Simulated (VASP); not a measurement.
# MgO (relaxed from the CsCl structure, space group Pm-3m): computed properties

Computed with r2SCAN meta-GGA, VASP's PBE PAW potentials (set 64) (plane waves; VASP 6.6.1).

```
Quantity                                                                          Value
---------------------------------------------  ----------------------------------------
space group                                                                 Pm-3m (221)
cell                                           a = b = c = 2.6164 Å, α = β = γ = 90.00°
volume per atom                                                            8.96 Å³/atom
band gap (over mesh and band path)                                              3.53 eV
smallest direct gap (over mesh and band path)                                   4.60 eV
band-edge character                                                    indirect, M to Γ
density                                                                      3.74 g/cm³
mean ε∞ (independent particles)                                                    3.30
```

```cif
data_MgO
_chemical_formula_sum 'Mg1 O1'
_space_group_name_H-M_alt 'Pm-3m'
_space_group_IT_number 221
_space_group_name_Hall '-P 4 2 3'
_cell_length_a 2.61639
_cell_length_b 2.61639
_cell_length_c 2.61639
_cell_angle_alpha 90.000
_cell_angle_beta 90.000
_cell_angle_gamma 90.000
loop_
_atom_site_label
_atom_site_type_symbol
_atom_site_symmetry_multiplicity
_atom_site_Wyckoff_symbol
_atom_site_fract_x
_atom_site_fract_y
_atom_site_fract_z
_atom_site_occupancy
Mg1 Mg 1 a 0.00000 0.00000 0.00000 1
O1 O 1 b 0.50000 0.50000 0.50000 1
```

The structure was generated: MgO was put into the CsCl type (Pm-3m), which need not be its known phase. It was relaxed first. Symmetry was kept, so distortions that lower it aren't found.
